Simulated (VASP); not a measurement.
Input of a VASP 6.6.1 run:

Contents of INCAR:

```
SYSTEM = BeCr3
ALGO = Normal
EDIFF = 1E-6
EDIFFG = -0.02
ENCUT = 600
GGA = PS
IBRION = 2
ISIF = 3
ISMEAR = -1
ISPIN = 2
LASPH = .TRUE.
LCHARG = .FALSE.
LDAU = .TRUE.
LDAUJ = 0 0
LDAUL = 2 -1
LDAUPRINT = 1
LDAUTYPE = 2
LDAUU = 3 0
LMAXMIX = 4
LORBIT = 11
LREAL = .FALSE.
LWAVE = .FALSE.
MAGMOM = 3 3 3 0
NELM = 150
NSW = 40
PREC = Accurate
SIGMA = 0.05
```

The input KPOINTS:

```
k-points
0
G
  6 6 6
  0 0 0
```

POSCAR

```
BeCr3
1.0
    3.5112140000      0.0000000000      0.0000000000
    0.0000000000      3.5112140000      0.0000000000
    0.0000000000      0.0000000000      3.5112140000
Cr Be
3 1
Direct
    0.5000000000      0.5000000000      0.0000000000
    0.5000000000      0.0000000000      0.5000000000
    0.0000000000      0.5000000000      0.5000000000
    0.0000000000      0.0000000000      0.0000000000
```

Potentials or basis: VASP PAW PBE potentials, release 64 (Cr_pv, Be).

Run with:

```bash
$ cat potpaw_PBE.64/Cr_pv/POTCAR potpaw_PBE.64/Be/POTCAR > POTCAR
$ mpirun -np 1 vasp_std > vasp.out
```

Q: Estimate the space group after relaxing (to 0.05 Å).

A: Pm-3m (No. 221).

Q: What does it give for the net moment?

A: 12.15 μB per cell.

Step by step:
| step | energy change (eV) | largest force (eV/Å) | pressure (GPa) | volume (Å³) |
| --- | --- | --- | --- | --- |
| 1 | 0.0000 | 0.0000 | 2.19 | 43.29 |
| 2 | 0.1103 | 0.0000 | 6.47 | 44.22 |
| 3 | -0.0616 | 0.0000 | 9.23 | 47.10 |
| 4 | -1.0108 | 0.0000 | 10.23 | 53.21 |
| 5 | -1.1941 | 0.0000 | -2.71 | 67.00 |
| 6 | -1.2339 | 0.0000 | -0.88 | 63.35 |
| 7 | -1.2381 | 0.0000 | 0.03 | 61.92 |

Caveat: the electronic state changed during the relaxation; the volume moved by over 15 % at a fixed basis, so the end points are rough; the PAW data sets were made with another functional, which shifts forces and pressure a little; the U is typed as a test and isn't derived for this compound. The state reached can hang on the start; a lower one may exist.
